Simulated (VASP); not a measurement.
Method: PBE GGA, VASP's PBE PAW potentials (set 64) (plane waves; VASP 6.6.1).

Input for VASP

### INCAR
```
SYSTEM = Co
PREC = Accurate; ENCUT = 520; LREAL = F
LASPH = T
EDIFF = 1E-7; NELM = 100; ALGO = Normal
LMAXMIX = 4
ISMEAR = 1; SIGMA = 0.1
GGA = PE
ISPIN = 2; MAGMOM = 2*1.6
IBRION = 2; NSW = 30; ISIF = 4
EDIFFG = -0.01
LWAVE = F; LCHARG = F; LORBIT = 10
```

File POSCAR:
```
Co
1
    1.2207059971    -2.1143250348     0.0000000000
    1.2207059971     2.1143250348     0.0000000000
    0.0000000000     0.0000000000     3.9461085161
Co
2
Direct
  0.3333330000   0.6666670000   0.2500000000
  0.6666670000   0.3333330000   0.7500000000
```

### KPOINTS
```
Automatic mesh
0
gamma
17 17 9
```

POTCAR, in this order: Co (PBE.64 set). Program: vasp_std.

Output of the run:

File OSZICAR:
```
       N       E                     dE             d eps       ncg     rms          rms(c)
DAV:   1     0.801606926548E+02    0.80161E+02   -0.83334E+03 10148   0.161E+03
DAV:   2    -0.139208865545E+02   -0.94082E+02   -0.86843E+02  9914   0.258E+02
DAV:   3    -0.160720867365E+02   -0.21512E+01   -0.21001E+01 11916   0.553E+01
DAV:   4    -0.161056269940E+02   -0.33540E-01   -0.33532E-01 14346   0.529E+00
DAV:   5    -0.161058827335E+02   -0.25574E-03   -0.25573E-03 12445   0.446E-01    0.157E+01
DAV:   6    -0.143441781885E+02    0.17617E+01   -0.12147E+01 10789   0.725E+01    0.689E+00
DAV:   7    -0.140496685822E+02    0.29451E+00   -0.15586E+00 11398   0.249E+01    0.400E+00
DAV:   8    -0.140293767741E+02    0.20292E-01   -0.20991E-02 13565   0.175E+00    0.210E+00
DAV:   9    -0.140134601910E+02    0.15917E-01   -0.46091E-03 15173   0.120E+00    0.665E-01
DAV:  10    -0.140145390434E+02   -0.10789E-02   -0.19060E-03 13834   0.681E-01    0.126E-01
DAV:  11    -0.140144900510E+02    0.48992E-04   -0.65869E-05 14898   0.132E-01    0.299E-02
DAV:  12    -0.140144880757E+02    0.19754E-05   -0.50926E-06 11311   0.246E-02    0.144E-02
DAV:  13    -0.140144878373E+02    0.23838E-06   -0.18490E-06 14290   0.208E-02    0.796E-03
DAV:  14    -0.140144879097E+02   -0.72423E-07   -0.43709E-07 11119   0.820E-03
   1 F= -.14014488E+02 E0= -.14014742E+02  d E =-.140145E+02  mag=     3.1436
       N       E                     dE             d eps       ncg     rms          rms(c)
DAV:   1    -0.140146742926E+02   -0.18646E-03   -0.57983E-03 11146   0.658E-01    0.823E-02
DAV:   2    -0.140145571693E+02    0.11712E-03   -0.84069E-05 13534   0.162E-01    0.427E-02
DAV:   3    -0.140145151125E+02    0.42057E-04   -0.53441E-05 12447   0.864E-02    0.118E-02
DAV:   4    -0.140145171529E+02   -0.20404E-05   -0.45469E-06 11279   0.312E-02    0.330E-03
DAV:   5    -0.140145168152E+02    0.33769E-06   -0.26438E-07  9517   0.970E-03    0.207E-03
DAV:   6    -0.140145167201E+02    0.95026E-07   -0.92902E-08  5771   0.505E-03
   2 F= -.14014517E+02 E0= -.14014774E+02  d E =-.288104E-04  mag=     3.1442
```

File OUTCAR:
```
------------------------ aborting loop because EDIFF is reached ----------------------------------------
  FORCE on cell =-STRESS in cart. coord.  units (eV):
  Direction    XX          YY          ZZ          XY          YZ          ZX
  --------------------------------------------------------------------------------------
  Total        1.9083207      1.9083212      1.9142060     -0.0000000      0.0000000     -0.0000000
  in kB      150.0997966    150.0998318    150.5627007     -0.0000000      0.0000000     -0.0000000
  external PRESSURE =     150.2541097 kB  Pullay stress =       0.0000000 kB
  volume of cell :       20.37
      direct lattice vectors                 reciprocal lattice vectors
     1.221325683 -2.115398383 -0.000000000     0.409391211 -0.236362098  0.000000000
     1.221325683  2.115398383 -0.000000000     0.409391211  0.236362098  0.000000000
     0.000000000  0.000000000  3.942105080     0.000000000  0.000000000  0.253671574
 POSITION                                       TOTAL-FORCE (eV/Angst)
 -----------------------------------------------------------------------------------
      1.22133      0.70513      0.98553         0.000000     -0.000000      0.000000
      1.22133     -0.70513      2.95658        -0.000000      0.000000      0.000000
 -----------------------------------------------------------------------------------
    total drift:                                0.000000     -0.000006     -0.000029
  FREE ENERGIE OF THE ION-ELECTRON SYSTEM (eV)
  ---------------------------------------------------
  free  energy   TOTEN  =       -14.0145167201 eV

  energy  without entropy=      -14.0152898795  energy(sigma->0) =      -14.01477444

 total charge

# of ion       s       p       d       tot
------------------------------------------
    1        0.517   0.579   7.309   8.404
    2        0.517   0.579   7.309   8.404
--------------------------------------------------
tot          1.033   1.158  14.617  16.809

 magnetization (x)

# of ion       s       p       d       tot
------------------------------------------
    1       -0.015  -0.054   1.648   1.579
    2       -0.015  -0.054   1.648   1.579
--------------------------------------------------
tot         -0.030  -0.107   3.296   3.158

 reached required accuracy - stopping structural energy minimisation
```
(Selected blocks of OUTCAR.)

CONTCAR:
```
Co
   1.00000000000000
     1.2213256825462175   -2.1153983826618452   -0.0000000000000000
     1.2213256825462175    2.1153983826618452   -0.0000000000000000
     0.0000000000000000    0.0000000000000000    3.9421050800649171
  Co
     2
Direct
     0.3333330000000032    0.6666669999999968    0.2500000000000000
     0.6666669999999968    0.3333330000000032    0.7500000000000000
```

**OUTCAR**
```
 val. band max:       11.1446804450   @ k =   0.2353   0.0588   0.3333

 cond. band min:      11.1716118690   @ k =   0.2353   0.1765   0.1111


 Fermi energy:        11.1673211134

 spin component 1

 k-point     1 :       0.0000    0.0000    0.0000
  band No.  band energies     occupation
      1       1.8940      1.00000
      2       5.7441      1.00000
      3       8.4865      1.00000
      4       8.4997      1.00000
      5       8.4997      1.00000
      6       8.8491      1.00000
      7       8.8491      1.00000
      8       9.2244      1.00000
      9       9.2244      1.00000
     10      10.4447      1.00000
     11      10.4447      1.00000
     12      11.0974      0.95951
     13      18.1474      0.00000
     14      33.6616      0.00000
     15      36.8905      0.00000

 k-point     2 :       0.0588    0.0000    0.0000
  band No.  band energies     occupation
      1       2.0216      1.00000
      2       5.8226      1.00000
      3       8.3225      1.00000
      4       8.5620      1.00000
      5       8.6451      1.00000
      6       8.8186      1.00000
      7       8.9043      1.00000
      8       9.1542      1.00000
      9       9.1841      1.00000
     10       9.8415      1.00000
     11      10.4625      1.00000
     12      11.8534     -0.00000
     13      18.1659      0.00000
     14      32.8768      0.00000
     15      34.9339      0.00000

 k-point     3 :       0.1176    0.0000    0.0000
  band No.  band energies     occupation
      1       2.3975      1.00000
      2       6.0390      1.00000
      3       8.1175      1.00000
      4       8.7005      1.00000
      5       8.7437      1.00000
      6       8.7841      1.00000
      7       8.8505      1.00000
      8       9.0644      1.00000
      9       9.0755      1.00000
     10       9.3463      1.00000
     11      10.5067      1.00000
     12      12.9697     -0.00000
     13      18.2269      0.00000
...
```

The compound is Co in the hcp structure. This cell is one point of a volume scan, at 0.94 of the reference volume. Symmetry was kept, so distortions that lower it aren't found.
